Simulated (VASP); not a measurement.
These are PBE GGA, VASP's PBE PAW potentials (set 64) (plane waves; VASP 6.6.1) values and carry that method's errors.

Input for VASP

POSCAR:
```
Hg3ZnSe4
1
    6.1321464244    -0.0000000000    -0.0000000000
   -0.0000000000     6.1321464244    -0.0000000000
   -0.0000000000     0.0000000000     6.1321464244
Zn Se Hg
1 4 3
Direct
  1.0000000000   0.0000000000   1.0000000000
  0.2360359848   0.2360359848   0.2360359848
  0.7639640152   0.7639640152   0.2360359848
  0.7639640152   0.2360359848   0.7639640152
  0.2360359848   0.7639640152   0.7639640152
  0.5000000000   0.5000000000   0.0000000000
  0.5000000000   1.0000000000   0.5000000000
  1.0000000000   0.5000000000   0.5000000000
```

INCAR:
```
SYSTEM = Hg3ZnSe4
PREC = Accurate
ENCUT = 400
EDIFF = 1E-6
NELM = 100
ALGO = Normal
LREAL = .FALSE.
LASPH = .TRUE.
ISMEAR = 0
SIGMA = 0.05
GGA = PE
LMAXMIX = 6
LWAVE = .FALSE.
LCHARG = .TRUE.
```

File KPOINTS:
```
Automatic
0
gamma
4 4 4
```

POTCAR, in this order: Zn Se Hg (PBE.64 set). Program: vasp_std.

The run wrote:

### OUTCAR
```
 ion  position               nearest neighbor table
   1  0.000  0.000  0.000-   2 2.51   3 2.51   4 2.51   5 2.51
   2  0.236  0.236  0.236-   1 2.51   6 2.71   7 2.71   8 2.71
   3  0.764  0.764  0.236-   1 2.51   6 2.71   7 2.71   8 2.71
   4  0.764  0.236  0.764-   1 2.51   6 2.71   7 2.71   8 2.71
   5  0.236  0.764  0.764-   1 2.51   6 2.71   7 2.71   8 2.71
   6  0.500  0.500  0.000-   2 2.71   3 2.71   4 2.71   5 2.71
   7  0.500  0.000  0.500-   2 2.71   3 2.71   4 2.71   5 2.71
   8  0.000  0.500  0.500-   2 2.71   3 2.71   4 2.71   5 2.71
  LATTYP: Found a simple cubic cell.
 ALAT       =     6.1321464244
 Subroutine PRICEL returns:
 Original cell was already a primitive cell.
 Subroutine GETGRP returns: Found 24 space group operations
The static configuration has the point symmetry T_d .
The dynamic configuration has the point symmetry T_d .
 Subroutine INISYM returns: Found 24 space group operations
 Subroutine IBZKPT returns following result:
 Found     10 irreducible k-points:

 Following reciprocal coordinates:
            Coordinates               Weight
  0.000000  0.000000  0.000000      1.000000
  0.250000  0.000000  0.000000      6.000000
  0.500000  0.000000  0.000000      3.000000
...
```

OSZICAR:
```
       N       E                     dE             d eps       ncg     rms          rms(c)
DAV:   1     0.494222329716E+03    0.49422E+03   -0.28370E+04   860   0.129E+03
DAV:   2     0.212104563582E+02   -0.47301E+03   -0.46034E+03   941   0.335E+02
DAV:   3    -0.186828859255E+02   -0.39893E+02   -0.39589E+02  1000   0.104E+02
DAV:   4    -0.194375504155E+02   -0.75466E+00   -0.75137E+00   952   0.150E+01
DAV:   5    -0.194462717312E+02   -0.87213E-02   -0.87138E-02  1007   0.149E+00    0.127E+01
DAV:   6    -0.181968069654E+02    0.12495E+01   -0.29139E+00  1097   0.202E+01    0.993E+00
DAV:   7    -0.182158609416E+02   -0.19054E-01   -0.16165E+00  1065   0.794E+00    0.454E+00
DAV:   8    -0.182026282118E+02    0.13233E-01   -0.24808E-01  1100   0.671E+00    0.722E-01
DAV:   9    -0.181999625411E+02    0.26657E-02   -0.25966E-02  1002   0.227E+00    0.257E-01
DAV:  10    -0.182004212054E+02   -0.45866E-03   -0.87420E-03   929   0.663E-01    0.139E-01
DAV:  11    -0.182002975368E+02    0.12367E-03   -0.15013E-03   932   0.489E-01    0.655E-02
DAV:  12    -0.182003647349E+02   -0.67198E-04   -0.43914E-04  1008   0.284E-01    0.611E-02
DAV:  13    -0.182003596122E+02    0.51227E-05   -0.58594E-05  1098   0.154E-01    0.198E-02
DAV:  14    -0.182003610348E+02   -0.14226E-05   -0.97501E-06  1151   0.394E-02    0.924E-03
DAV:  15    -0.182003603385E+02    0.69624E-06   -0.41213E-06   806   0.180E-02
   1 F= -.18200360E+02 E0= -.18199758E+02  d E =-.120521E-02
```

OUTCAR:
```
------------------------ aborting loop because EDIFF is reached ----------------------------------------
  FORCE on cell =-STRESS in cart. coord.  units (eV):
  Direction    XX          YY          ZZ          XY          YZ          ZX
  --------------------------------------------------------------------------------------
  Total       -0.0289803     -0.0289803     -0.0289803     -0.0000000     -0.0000000      0.0000000
  in kB       -0.2013616     -0.2013616     -0.2013616     -0.0000000     -0.0000000      0.0000000
  external PRESSURE =      -0.2013616 kB  Pullay stress =       0.0000000 kB
  volume of cell :      230.59
      direct lattice vectors                 reciprocal lattice vectors
     6.132146424  0.000000000  0.000000000     0.163075036  0.000000000  0.000000000
     0.000000000  6.132146424  0.000000000     0.000000000  0.163075036  0.000000000
     0.000000000  0.000000000  6.132146424     0.000000000  0.000000000  0.163075036
 POSITION                                       TOTAL-FORCE (eV/Angst)
 -----------------------------------------------------------------------------------
      0.00000      0.00000      0.00000         0.000000     -0.000000     -0.000000
      1.44741      1.44741      1.44741         0.005032      0.005032      0.005032
      4.68474      4.68474      1.44741        -0.005032     -0.005032      0.005032
      4.68474      1.44741      4.68474        -0.005032      0.005032     -0.005032
      1.44741      4.68474      4.68474         0.005032     -0.005032     -0.005032
      3.06607      3.06607      0.00000         0.000000     -0.000000      0.000000
      3.06607      0.00000      3.06607        -0.000000     -0.000000     -0.000000
      0.00000      3.06607      3.06607         0.000000     -0.000000      0.000000
 -----------------------------------------------------------------------------------
    total drift:                               -0.000000     -0.000000      0.000000
  FREE ENERGIE OF THE ION-ELECTRON SYSTEM (eV)
  ---------------------------------------------------
  free  energy   TOTEN  =       -18.2003603385 eV

  energy  without entropy=      -18.1991551299  energy(sigma->0) =      -18.19975773
```
(Selected blocks of OUTCAR.)

The structure was generated: Hg3ZnSe4 was put into an ordered model structure (P-43m), which need not be its known phase. It was relaxed first, which changed the volume by +8 %.
